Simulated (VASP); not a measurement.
Crystal: Pd.

```xyz
1
Lattice="0.0000 1.9465 1.9465 1.9465 0.0000 1.9465 1.9465 1.9465 0.0000" Properties=species:S:1:pos:R:3 pbc="T T T"
Pd    0.0000    0.0000    0.0000
```

- Program: VASP 6.6.1
- Task: relaxation of cell and atoms
- Functional: PBE
- Potentials or basis: VASP PAW PBE potentials, release 64 (Pd)
- Cutoff: 600 eV
- k mesh: 16 × 16 × 16
- Occupations: methfessel-paxton, width 0.1 eV
- Spin: no spin polarisation

At the start: pressure 6.7 GPa; volume 14.75 Å³/atom.

**Question.** How do energy, volume and symmetry change on relaxing?

**Answer.** Over 3 steps the energy falls by 10.9 meV/atom and the volume is 15.30 Å³/atom (+3.7 %); space group Fm-3m (No. 225, to 0.05 Å).

Step by step:
```
step  energy change (eV)  largest force (eV/Å)  pressure (GPa)  volume (Å³)
   1              0.0000                0.0000            6.74        14.75
   2              0.0101                0.0000           -7.70        16.11
   3             -0.0109                0.0000           -0.07        15.30
```

Final structure:
```cif
data_structure
_symmetry_space_group_name_H-M 'P 1'
_symmetry_Int_Tables_number 1
_cell_length_a 2.7864
_cell_length_b 2.7864
_cell_length_c 2.7864
_cell_angle_alpha 60.000
_cell_angle_beta 60.000
_cell_angle_gamma 60.000
_cell_volume 15.30
loop_
_atom_site_label
_atom_site_type_symbol
_atom_site_fract_x
_atom_site_fract_y
_atom_site_fract_z
_atom_site_occupancy
Pd1 Pd 0.00000 0.00000 0.00000 1
```
